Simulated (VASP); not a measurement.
Calculation: PBE GGA, VASP's PBE PAW potentials (set 64) (plane waves; VASP).

A VASP calculation is set up with these files.

KPOINTS:
```
K-points
0
G
  1 1 1
0 0 0
```

**POSCAR**
```
B32N32
1
    7.2488848259     0.0000000000     0.0000000000
    0.0000000000     7.2488848259     0.0000000000
   -0.0000000000    -0.0000000000     7.2488848259
B N
32 32
Direct
  0.5000000000   0.0000000000   0.0000000000
  0.7500000000   0.2500000000   0.0000000000
  0.7500000000   0.0000000000   0.2500000000
  0.0000000000   0.0000000000   0.0000000000
  0.2500000000   0.2500000000   0.0000000000
  0.5000000000   0.5000000000   0.0000000000
  0.7500000000   0.7500000000   0.0000000000
  0.2500000000   0.0000000000   0.2500000000
  0.5000000000   0.2500000000   0.2500000000
  0.7500000000   0.5000000000   0.2500000000
  0.5000000000   0.0000000000   0.5000000000
  0.7500000000   0.2500000000   0.5000000000
  0.7500000000   0.0000000000   0.7500000000
  0.0000000000   0.5000000000   0.0000000000
  0.2500000000   0.7500000000   0.0000000000
  0.0000000000   0.2500000000   0.2500000000
  0.2500000000   0.5000000000   0.2500000000
  0.5000000000   0.7500000000   0.2500000000
  0.0000000000   0.0000000000   0.5000000000
  0.2500000000   0.2500000000   0.5000000000
  0.5000000000   0.5000000000   0.5000000000
  0.7500000000   0.7500000000   0.5000000000
  0.2500000000   0.0000000000   0.7500000000
  0.5000000000   0.2500000000   0.7500000000
  0.7500000000   0.5000000000   0.7500000000
  0.0000000000   0.7500000000   0.2500000000
  0.0000000000   0.5000000000   0.5000000000
  0.2500000000   0.7500000000   0.5000000000
  0.0000000000   0.2500000000   0.7500000000
  0.2500000000   0.5000000000   0.7500000000
  0.5000000000   0.7500000000   0.7500000000
  0.0000000000   0.7500000000   0.7500000000
  0.6250000000   0.1250000000   0.1250000000
  0.8750000000   0.3750000000   0.1250000000
  0.8750000000   0.1250000000   0.3750000000
  0.1250000000   0.1250000000   0.1250000000
  0.3750000000   0.3750000000   0.1250000000
  0.6250000000   0.6250000000   0.1250000000
  0.8750000000   0.8750000000   0.1250000000
  0.3750000000   0.1250000000   0.3750000000
  0.6250000000   0.3750000000   0.3750000000
  0.8750000000   0.6250000000   0.3750000000
  0.6250000000   0.1250000000   0.6250000000
  0.8750000000   0.3750000000   0.6250000000
  0.8750000000   0.1250000000   0.8750000000
  0.1250000000   0.6250000000   0.1250000000
  0.3750000000   0.8750000000   0.1250000000
  0.1250000000   0.3750000000   0.3750000000
  0.3750000000   0.6250000000   0.3750000000
  0.6250000000   0.8750000000   0.3750000000
  0.1250000000   0.1250000000   0.6250000000
  0.3750000000   0.3750000000   0.6250000000
  0.6250000000   0.6250000000   0.6250000000
  0.8750000000   0.8750000000   0.6250000000
  0.3750000000   0.1250000000   0.8750000000
  0.6250000000   0.3750000000   0.8750000000
  0.8750000000   0.6250000000   0.8750000000
  0.1250000000   0.8750000000   0.3750000000
  0.1250000000   0.6250000000   0.6250000000
  0.3750000000   0.8750000000   0.6250000000
  0.1250000000   0.3750000000   0.8750000000
  0.3750000000   0.6250000000   0.8750000000
  0.6250000000   0.8750000000   0.8750000000
  0.1250000000   0.8750000000   0.8750000000
```

### INCAR
```
EDIFF=1E-5
NELM=100
EDIFFG=-0.03
SYSTEM=B32N32
IBRION=2   ! conjugate gradients
PREC=Normal
LWAVE=T
ALGO=Fast   ! Davidson, then RMM-DIIS
SIGMA=0.05   ! width (eV)
ISIF=2   ! forces and stress, cell fixed
LASPH=T
ENCUT=400
GGA=PE   ! PBE
ISMEAR=0
LREAL=Auto
NSW=20   ! most ionic steps
LCHARG=F
NELMIN=4
```

POTCAR, in this order: B N (PBE.64 set). Program: vasp_gam.

What VASP printed:

### OUTCAR
```
 ion  position               nearest neighbor table
   1  0.500  0.000  0.000-  33 1.57  47 1.57  55 1.57  63 1.57
   2  0.750  0.250  0.000-  33 1.57  34 1.57  45 1.57  56 1.57
   3  0.750  0.000  0.250-  33 1.57  35 1.57  39 1.57  50 1.57
   4  0.000  0.000  0.000-  36 1.57  39 1.57  45 1.57  64 1.57
   5  0.250  0.250  0.000-  36 1.57  37 1.57  55 1.57  61 1.57
   6  0.500  0.500  0.000-  37 1.57  38 1.57  56 1.57  62 1.57
   7  0.750  0.750  0.000-  38 1.57  39 1.57  57 1.57  63 1.57
   8  0.250  0.000  0.250-  36 1.57  40 1.57  47 1.57  58 1.57
   9  0.500  0.250  0.250-  33 1.57  37 1.57  40 1.57  41 1.57
  10  0.750  0.500  0.250-  34 1.57  38 1.57  41 1.57  42 1.57
  11  0.500  0.000  0.500-  40 1.57  43 1.57  50 1.57  60 1.57
  12  0.750  0.250  0.500-  35 1.57  41 1.57  43 1.57  44 1.57
  13  0.750  0.000  0.750-  43 1.57  45 1.57  54 1.57  63 1.57
  14  0.000  0.500  0.000-  34 1.57  46 1.57  57 1.57  61 1.57
  15  0.250  0.750  0.000-  46 1.57  47 1.57  62 1.57  64 1.57
  16  0.000  0.250  0.250-  34 1.57  35 1.57  36 1.57  48 1.57
  17  0.250  0.500  0.250-  37 1.57  46 1.57  48 1.57  49 1.57
  18  0.500  0.750  0.250-  38 1.57  47 1.57  49 1.57  50 1.57
  19  0.000  0.000  0.500-  35 1.57  51 1.57  54 1.57  58 1.57
  20  0.250  0.250  0.500-  40 1.57  48 1.57  51 1.57  52 1.57
  21  0.500  0.500  0.500-  41 1.57  49 1.57  52 1.57  53 1.57
  22  0.750  0.750  0.500-  42 1.57  50 1.57  53 1.57  54 1.57
  23  0.250  0.000  0.750-  51 1.57  55 1.57  60 1.57  64 1.57
  24  0.500  0.250  0.750-  43 1.57  52 1.57  55 1.57  56 1.57
  25  0.750  0.500  0.750-  44 1.57  53 1.57  56 1.57  57 1.57
  26  0.000  0.750  0.250-  39 1.57  42 1.57  46 1.57  58 1.57
  27  0.000  0.500  0.500-  42 1.57  44 1.57  48 1.57  59 1.57
  28  0.250  0.750  0.500-  49 1.57  58 1.57  59 1.57  60 1.57
  29  0.000  0.250  0.750-  44 1.57  45 1.57  51 1.57  61 1.57
  30  0.250  0.500  0.750-  52 1.57  59 1.57  61 1.57  62 1.57
  31  0.500  0.750  0.750-  53 1.57  60 1.57  62 1.57  63 1.57
  32  0.000  0.750  0.750-  54 1.57  57 1.57  59 1.57  64 1.57
  33  0.625  0.125  0.125-   1 1.57   2 1.57   3 1.57   9 1.57
  34  0.875  0.375  0.125-   2 1.57  10 1.57  14 1.57  16 1.57
  35  0.875  0.125  0.375-   3 1.57  12 1.57  16 1.57  19 1.57
  36  0.125  0.125  0.125-   4 1.57   5 1.57   8 1.57  16 1.57
  37  0.375  0.375  0.125-   5 1.57   6 1.57   9 1.57  17 1.57
  38  0.625  0.625  0.125-   6 1.57   7 1.57  10 1.57  18 1.57
  39  0.875  0.875  0.125-   3 1.57   4 1.57   7 1.57  26 1.57
...
```

### OSZICAR
```
       N       E                     dE             d eps       ncg     rms          rms(c)
DAV:   1     0.175979565835E+04    0.17598E+04   -0.13595E+05   322   0.134E+03
DAV:   2    -0.459668873132E+03   -0.22195E+04   -0.21118E+04   419   0.347E+02
DAV:   3    -0.585001294182E+03   -0.12533E+03   -0.12450E+03   388   0.885E+01
DAV:   4    -0.587027887237E+03   -0.20266E+01   -0.20226E+01   380   0.118E+01
DAV:   5    -0.587063166843E+03   -0.35280E-01   -0.35230E-01   380   0.138E+00    0.380E+01
RMM:   6    -0.557436241712E+03    0.29627E+02   -0.82994E+01   322   0.197E+01    0.186E+01
RMM:   7    -0.556765064106E+03    0.67118E+00   -0.29028E+01   322   0.113E+01    0.117E+01
RMM:   8    -0.558210094643E+03   -0.14450E+01   -0.24365E+01   322   0.105E+01    0.922E+00
RMM:   9    -0.555840845203E+03    0.23692E+01   -0.49890E+00   322   0.564E+00    0.287E+00
RMM:  10    -0.555860485279E+03   -0.19640E-01   -0.31692E+00   322   0.367E+00    0.146E+00
RMM:  11    -0.555818669045E+03    0.41816E-01   -0.20585E-01   322   0.127E+00    0.501E-01
RMM:  12    -0.555819401304E+03   -0.73226E-03   -0.12860E-02   323   0.312E-01    0.419E-01
RMM:  13    -0.555819870007E+03   -0.46870E-03   -0.16796E-03   324   0.861E-02    0.409E-01
RMM:  14    -0.555816959615E+03    0.29104E-02   -0.96214E-03   322   0.204E-01    0.107E-01
RMM:  15    -0.555816911445E+03    0.48170E-04   -0.17801E-03   322   0.996E-02    0.371E-02
RMM:  16    -0.555816931866E+03   -0.20421E-04   -0.54983E-04   327   0.515E-02    0.687E-03
RMM:  17    -0.555816938866E+03   -0.70006E-05   -0.49031E-05   237   0.188E-02
   1 F= -.55581694E+03 E0= -.55581694E+03  d E =-.555817E+03
```

### OUTCAR
```
------------------------ aborting loop because EDIFF is reached ----------------------------------------
  FORCE on cell =-STRESS in cart. coord.  units (eV):
  Direction    XX          YY          ZZ          XY          YZ          ZX
  --------------------------------------------------------------------------------------
  Total      -11.3354370    -11.3354370    -11.3354370      0.0000000      0.0000000      0.0000000
  in kB      -47.6798908    -47.6798908    -47.6798908      0.0000000      0.0000000      0.0000000
  external PRESSURE =     -47.6798908 kB  Pullay stress =       0.0000000 kB
  volume of cell :      380.90
      direct lattice vectors                 reciprocal lattice vectors
     7.248884826  0.000000000  0.000000000     0.137952254  0.000000000  0.000000000
     0.000000000  7.248884826  0.000000000     0.000000000  0.137952254  0.000000000
     0.000000000  0.000000000  7.248884826     0.000000000  0.000000000  0.137952254
  FREE ENERGIE OF THE ION-ELECTRON SYSTEM (eV)
  ---------------------------------------------------
  free  energy   TOTEN  =      -555.8169388663 eV

  energy  without entropy=     -555.8169388663  energy(sigma->0) =     -555.81693887

 reached required accuracy - stopping structural energy minimisation
```
(Selected blocks of OUTCAR.)

At this cut-off the stress carries a Pulay error, which pulls relaxed volumes low. The supercell is sampled at Γ alone, which is coarse: total energies, pressure and levels can be off, energies of defects by several tenths of an eV.

The cell is a supercell, built from BN (zinc blende).
